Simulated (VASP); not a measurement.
Set up this calculation in VASP 6.6.1, as the native input.

```
Task                    : density of states
Functional              : PBE
Potentials or basis     : VASP PAW PBE potentials, release 64 (Nb_pv, P)
Cutoff                  : 520 eV
k mesh                  : 18 × 18 × 18
Occupations             : gaussian, width 0.1 eV
Spin                    : no spin polarisation
k mesh for the DOS      : 27 × 27 × 27
Occupations for the DOS : tetrahedron
Further INCAR settings  : ALGO = Fast; EDIFF = 1e-07; NBANDS = 24
```

The system is NbP.

```xyz
4
Lattice="-1.6779 1.6779 5.7236 1.6779 -1.6779 5.7236 1.6779 1.6779 -5.7236" Properties=species:S:1:pos:R:3 pbc="T T T"
Nb    0.0000    0.0000    8.5860
Nb    0.0000    1.6779    0.0006
P     0.0000    0.0000    3.8070
P     1.6779    0.0000    0.9452
```

The cell is a database's computed one.

The input as run:

POSCAR

```
NbP                                     
1.0
   -1.6778540304      1.6778540304      5.7235689197
    1.6778540304     -1.6778540304      5.7235689197
    1.6778540304      1.6778540304     -5.7235689197
  Nb              P             
     2     2
Direct
     0.7500548735166745    0.7500548735166745    0.0000000000000000
     0.5000548735166745    0.0000548735166745    0.5000000000000000
     0.3325736964833226    0.3325736964833226    0.0000000000000000
     0.0825737064833234    0.5825737064833234    0.5000000000000000
```

INCAR.step1

```
SYSTEM = NbP
  PREC = Accurate
  ENCUT = 520
  EDIFF = 1E-7
  ISMEAR = 0
  SIGMA = 0.1
  LREAL = .FALSE.
  LASPH = .TRUE.
  NELM = 60
  ALGO = Fast
  ISIF = 2
  LWAVE = .FALSE.
  LCHARG = .TRUE.
  LMAXMIX = 4
  GGA = PE
  NBANDS = 24
```

KPOINTS.step1

```
regular mesh
0
G
  18 18 18
  0 0 0
```

INCAR.step2

```
SYSTEM = NbP
  PREC = Accurate
  ENCUT = 520
  EDIFF = 1E-7
  ISMEAR = -5
  SIGMA = 0.1
  LREAL = .FALSE.
  LASPH = .TRUE.
  NELM = 60
  ALGO = Fast
  ISIF = 2
  LWAVE = .FALSE.
  LCHARG = .FALSE.
  LMAXMIX = 4
  GGA = PE
  LORBIT = 11
  NBANDS = 24
  NEDOS = 1001
  ICHARG = 11
```

KPOINTS.step2

```
regular mesh
0
G
  27 27 27
  0 0 0
```

Potentials or basis: VASP PAW PBE potentials, release 64 (Nb_pv, P).

The run is started by

```console
$ cat potpaw_PBE.64/Nb_pv/POTCAR potpaw_PBE.64/P/POTCAR > POTCAR
$ cp INCAR.step1 INCAR
$ cp KPOINTS.step1 KPOINTS
$ mpirun -np 1 vasp_std > vasp.out
$ cp INCAR.step2 INCAR
$ cp KPOINTS.step2 KPOINTS
$ mpirun -np 1 vasp_std > vasp.out
```

It gave:

- Valence electrons inside the program's atomic spheres: Nb 9.77; P 2.55

It took 57 min on 1 thread of Intel(R) Xeon(R) 6975P-C (Granite Rapids) (shared host), peak memory 1.8 GiB.
